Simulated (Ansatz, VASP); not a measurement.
# ZnS (Wurtzite-2H): VASP beside Ansatz, part 3 of 3

Aim: how closely do two programs agree when they are given the same cell, functional and k mesh? The cell is taken from a series of runs on this material, whose earlier steps may have relaxed, scaled, displaced or heated it; both programs get it as it stands.

VASP 6.6.1 and Ansatz 0.2.0.

So far: Starting point; Ansatz: zone-centre phonons, PBE; VASP: zone-centre phonons, PBE.

### 3. VASP: zone-centre phonons, PBE (continued)

Level of this step: PBE; plane waves and PAW (S, Zn) (VASP).

Numbers of over 12 decimals in the logs are rounded to 6 here.

OUTCAR, selected parts (step 3):

```text
ion  position               nearest neighbor table
   1  0.333  0.667  0.379-   4 2.28   4 2.28   4 2.28   3 2.28
   2  0.667  0.333  0.879-   3 2.28   3 2.28   3 2.28   4 2.28
   3  0.333  0.667  0.006-   2 2.28   2 2.28   2 2.28   1 2.28
   4  0.667  0.333  0.506-   1 2.28   1 2.28   1 2.28   2 2.28

  LATTYP: Found a hexagonal cell.
 ALAT       =     3.7074359806
 C/A-ratio  =     1.6466482308

 Subroutine GETGRP returns: Found 12 space group operations
 (whereof  6 operations were pure point group operations)

The static configuration has the point symmetry C_3v.
 The point group associated with its full space group is C_6v.

 Found     95 irreducible k-points:

   k-points           NKPTS =     95   k-points in BZ     NKDIM =     95   number of bands    NBANDS=     24

   dimension x,y,z NGX =    28 NGY =   28 NGZ =   48
   dimension x,y,z NGXF=    56 NGYF=   56 NGZF=   96

   ENCUT  =  500.0 eV  36.75 Ry    6.06 a.u.   6.76  6.76 11.13*2*pi/ulx,y,z

   NELECT =      36.0000    total number of electrons

 k-points in reciprocal lattice and weights: Automatic mesh
   0.00000000  0.00000000  0.00000000       0.001
   0.08333333  0.00000000  0.00000000       0.005
   0.16666667  0.00000000  0.00000000       0.005
   0.25000000  0.00000000  0.00000000       0.005
   0.33333333  0.00000000  0.00000000       0.005
   0.41666667  0.00000000  0.00000000       0.005
   0.50000000  0.00000000  0.00000000       0.003
   0.08333333  0.08333333  0.00000000       0.005
   0.16666667  0.08333333  0.00000000       0.010
[...]
-1.853717990  3.210733742  0.000000000     0.000000000  0.311455287  0.000000000
     0.000000000  0.000000000  6.104842898     0.000000000  0.000000000  0.163804379

 POSITION                                       TOTAL-FORCE (eV/Angst)
 -----------------------------------------------------------------------------------
     -0.00000      2.14049      2.31388         0.000000      0.000000     -0.000055
      1.85372      1.07024      5.36631        -0.000000      0.000000     -0.000055
     -0.00000      2.14049      0.03648         0.000000      0.000000      0.000055
      1.85372      1.07024      3.08890        -0.000000     -0.000000      0.000055
 -----------------------------------------------------------------------------------
    total drift:                               -0.000001     -0.000002     -0.000223

 MACROSCOPIC STATIC DIELECTRIC TENSOR (including local field effects in DFT)
 ------------------------------------------------------
           5.795276     0.000000     0.000000
           0.000000     5.795276     0.000000
           0.000000     0.000000     5.936245
 ------------------------------------------------------

 PIEZOELECTRIC TENSOR (including local field effects)  for field in x, y, z        (C/m^2)
          XX          YY          ZZ          XY          YZ          ZX
  --------------------------------------------------------------------------------
  x    -0.00000     0.00000     0.00000     0.00000     0.00000     0.36640
  y     0.00000     0.00000    -0.00000     0.00000     0.36640     0.00000
  z     0.33969     0.33969    -0.71394     0.00000    -0.00000     0.00000

 BORN EFFECTIVE CHARGES (including local field effects) (in |e|, cummulative output)
 ---------------------------------------------------------------------------------
 ion    1
    1    -1.83204     0.00000    -0.00000
    2     0.00000    -1.83204     0.00000
    3     0.00000     0.00000    -1.93914
 ion    2
    1    -1.83204     0.00000     0.00000
    2     0.00000    -1.83204     0.00000
    3     0.00000    -0.00000    -1.93914
 ion    3
    1     1.83204     0.00000    -0.00000
    2     0.00000     1.83204    -0.00000
    3     0.00000    -0.00000     1.93914
 ion    4
    1     1.83204     0.00000     0.00000
    2    -0.00000     1.83204     0.00000
    3    -0.00000    -0.00000     1.93914

 Eigenvectors and eigenvalues of the dynamical matrix
 ----------------------------------------------------

   1 f  =   11.205196 THz    70.404321 2PiTHz  373.765096 cm-1    46.340945 meV
             X         Y         Z           dx          dy          dz
     -0.000000  2.140489  2.313885     0.000000    0.000000    0.684742
      1.853718  1.070245  5.366306    -0.000000   -0.000000   -0.684742
     -0.000000  2.140489  0.036480     0.000000    0.000000   -0.176434
      1.853718  1.070245  3.088901    -0.000000   -0.000000    0.176434

   2 f  =    9.697825 THz    60.933232 2PiTHz  323.484622 cm-1    40.106963 meV
             X         Y         Z           dx          dy          dz
     -0.000000  2.140489  2.313885    -0.602274    0.000020   -0.000000
      1.853718  1.070245  5.366306     0.602274   -0.000020   -0.000000
     -0.000000  2.140489  0.036480    -0.370494    0.000012    0.000000
      1.853718  1.070245  3.088901     0.370494   -0.000012    0.000000

   3 f  =    9.697825 THz    60.933232 2PiTHz  323.484622 cm-1    40.106963 meV
             X         Y         Z           dx          dy          dz
     -0.000000  2.140489  2.313885     0.000020    0.602274   -0.000000
      1.853718  1.070245  5.366306    -0.000020   -0.602274   -0.000000
     -0.000000  2.140489  0.036480     0.000012    0.370494    0.000000
      1.853718  1.070245  3.088901    -0.000012   -0.370494    0.000000

   4 f  =    9.413017 THz    59.143733 2PiTHz  313.984466 cm-1    38.929095 meV
             X         Y         Z           dx          dy          dz
     -0.000000  2.140489  2.313885    -0.579138    0.000033   -0.000000
      1.853718  1.070245  5.366306    -0.579138    0.000033   -0.000000
     -0.000000  2.140489  0.036480     0.405709   -0.000023    0.000000
      1.853718  1.070245  3.088901     0.405709   -0.000023    0.000000

   5 f  =    9.413017 THz    59.143733 2PiTHz  313.984466 cm-1    38.929095 meV
             X         Y         Z           dx          dy          dz
     -0.000000  2.140489  2.313885    -0.000033   -0.579138    0.000000
      1.853718  1.070245  5.366306    -0.000033   -0.579138    0.000000
     -0.000000  2.140489  0.036480     0.000023    0.405709   -0.000000
      1.853718  1.070245  3.088901     0.000023    0.405709   -0.000000

   6 f  =    9.387698 THz    58.984648 2PiTHz  313.139907 cm-1    38.824383 meV
             X         Y         Z           dx          dy          dz
     -0.000000  2.140489  2.313885     0.000000   -0.000000   -0.579059
      1.853718  1.070245  5.366306     0.000000   -0.000000   -0.579059
     -0.000000  2.140489  0.036480    -0.000000    0.000000    0.405820
      1.853718  1.070245  3.088901    -0.000000    0.000000    0.405820

   7 f  =    6.204337 THz    38.982997 2PiTHz  206.954397 cm-1    25.659063 meV
             X         Y         Z           dx          dy          dz
     -0.000000  2.140489  2.313885     0.000000    0.000000   -0.176434
      1.853718  1.070245  5.366306     0.000000    0.000000    0.176434
     -0.000000  2.140489  0.036480    -0.000000   -0.000000   -0.684742
      1.853718  1.070245  3.088901     0.000000    0.000000    0.684742

   8 f  =    1.734450 THz    10.897874 2PiTHz   57.855039 cm-1     7.173107 meV
             X         Y         Z           dx          dy          dz
     -0.000000  2.140489  2.313885    -0.370494   -0.000135    0.000000
      1.853718  1.070245  5.366306     0.370494    0.000135    0.000000
     -0.000000  2.140489  0.036480     0.602274    0.000219    0.000000
      1.853718  1.070245  3.088901    -0.602274   -0.000219    0.000000

   9 f  =    1.734450 THz    10.897874 2PiTHz   57.855039 cm-1     7.173107 meV
             X         Y         Z           dx          dy          dz
     -0.000000  2.140489  2.313885    -0.000135    0.370494    0.000000
      1.853718  1.070245  5.366306     0.000135   -0.370494    0.000000
     -0.000000  2.140489  0.036480     0.000219   -0.602274    0.000000
      1.853718  1.070245  3.088901    -0.000219    0.602274    0.000000

  10 f/i=    0.001691 THz     0.010622 2PiTHz    0.056392 cm-1     0.006992 meV
             X         Y         Z           dx          dy          dz
     -0.000000  2.140489  2.313885    -0.253412   -0.316831    0.000000
      1.853718  1.070245  5.366306    -0.253412   -0.316831    0.000000
     -0.000000  2.140489  0.036480    -0.361739   -0.452267    0.000000
      1.853718  1.070245  3.088901    -0.361739   -0.452267    0.000000

  11 f/i=    0.001691 THz     0.010622 2PiTHz    0.056392 cm-1     0.006992 meV
             X         Y         Z           dx          dy          dz
     -0.000000  2.140489  2.313885     0.316831   -0.253412   -0.000000
      1.853718  1.070245  5.366306     0.316831   -0.253412   -0.000000
     -0.000000  2.140489  0.036480     0.452267   -0.361739   -0.000000
      1.853718  1.070245  3.088901     0.452267   -0.361739   -0.000000

  12 f/i=    0.003494 THz     0.021951 2PiTHz    0.116537 cm-1     0.014449 meV
             X         Y         Z           dx          dy          dz
     -0.000000  2.140489  2.313885    -0.000000    0.000000   -0.405820
      1.853718  1.070245  5.366306    -0.000000    0.000000   -0.405820
     -0.000000  2.140489  0.036480    -0.000000    0.000000   -0.579059
      1.853718  1.070245  3.088901    -0.000000    0.000000   -0.579059

 MACROSCOPIC STATIC DIELECTRIC TENSOR IONIC CONTRIBUTION
 ------------------------------------------------------
           2.142656     0.000000    -0.000000
           0.000000     2.142656     0.000000
          -0.000000     0.000000     2.413114
 ------------------------------------------------------

 ELASTIC MODULI CONTR FROM IONIC RELAXATION (kBar)
 Direction    XX          YY          ZZ          XY          YZ          ZX
 --------------------------------------------------------------------------------
 XX        -553.1773    211.6622    313.4904     -0.0000      0.0000      0.0000
 YY         211.6622   -553.1773    313.4904      0.0000     -0.0000     -0.0000
 ZZ         313.4904    313.4904   -575.5306     -0.0000      0.0000     -0.0000
 XY          -0.0000      0.0000     -0.0000   -382.4198      0.0000     -0.0000
 YZ           0.0000     -0.0000      0.0000      0.0000   -157.7760     -0.0000
 ZX           0.0000     -0.0000     -0.0000     -0.0000     -0.0000   -175.3794
 --------------------------------------------------------------------------------

 PIEZOELECTRIC TENSOR IONIC CONTR  for field in x, y, z        (C/m^2)
          XX          YY          ZZ          XY          YZ          ZX
  --------------------------------------------------------------------------------
  x     0.00000    -0.00000    -0.00000    -0.00000    -0.00000    -0.57682
  y     0.00000    -0.00000     0.00000     0.00000    -0.54710    -0.00000
  z    -0.60402    -0.60402     1.10891     0.00000    -0.00000     0.00000
```

### 4. Differences

Known differences besides the potentials themselves: fixed occupations in Ansatz, narrow Gaussian smearing in VASP; VASP's response is taken on the typed mesh, Ansatz refines its own for the field response alone; the cutoff is 420 eV in Ansatz and 500 eV in VASP. Total energies have different zeros and are not compared.

Compared:

| quantity | Ansatz | VASP | difference |
| --- | --- | --- | --- |
| ε∞ xx | 5.81 | 5.80 | +0.30 % |
| ε∞ yy | 5.81 | 5.80 | +0.30 % |
| ε∞ zz | 5.96 | 5.94 | +0.36 % |
| Born charge of S1 (mean of the diagonal) (e) | -1.85 | -1.87 | +0.02 |
| Born charge of Zn3 (mean of the diagonal) (e) | 1.85 | 1.87 | -0.02 |
| optical mode 1 to 2 (cm⁻¹) | 58.5 | 57.9 | +1.08 % |
| optical mode 3 (cm⁻¹) | 206.6 | 207.0 | -0.19 % |
| optical mode 4 (cm⁻¹) | 312.0 | 313.1 | -0.36 % |
| optical mode 5 to 6 (cm⁻¹) | 313.1 | 314.0 | -0.27 % |
| optical mode 7 to 8 (cm⁻¹) | 322.7 | 323.5 | -0.23 % |
| optical mode 9 (cm⁻¹) | 372.9 | 373.8 | -0.24 % |

Modes are paired by rising frequency, not by their patterns, so a pair may set unlike modes beside each other; they are those without the splitting of longitudinal modes.

### 5. Summary of results

| Quantity | Value |
| --- | --- |
| r.m.s. difference of the optical zone-centre modes, each program's sorted by frequency (zone-centre phonons, PBE) | 0.79 cm⁻¹ |
| difference in optical mode 1 to 2 (zone-centre phonons, PBE) | +1.1 % |

**Reading.** The r.m.s. difference of the optical zone-centre modes, each program's sorted by frequency is 0.79 cm⁻¹ (zone-centre phonons, PBE). Among the rows given in per cent, the largest difference of the zone-centre phonons, PBE pair is in optical mode 1 to 2, +1.1 %. Such differences can come from data sets, numerical settings and the points named under the comparisons, not from the functional's error against experiment.

[Lines on the potential files, build, host, timing and source positions are cut from VASP's logs without a mark.]

[Logs are printed without paths, hosts, clocks, repeated set-up lines and the standing remarks that a program may print on its own settings, such as how far it seeks lower states.]

[Hosts, paths, dates, database ids (printed as entryN), source tags and the programs' standing remarks are cut or masked in the printed files.]
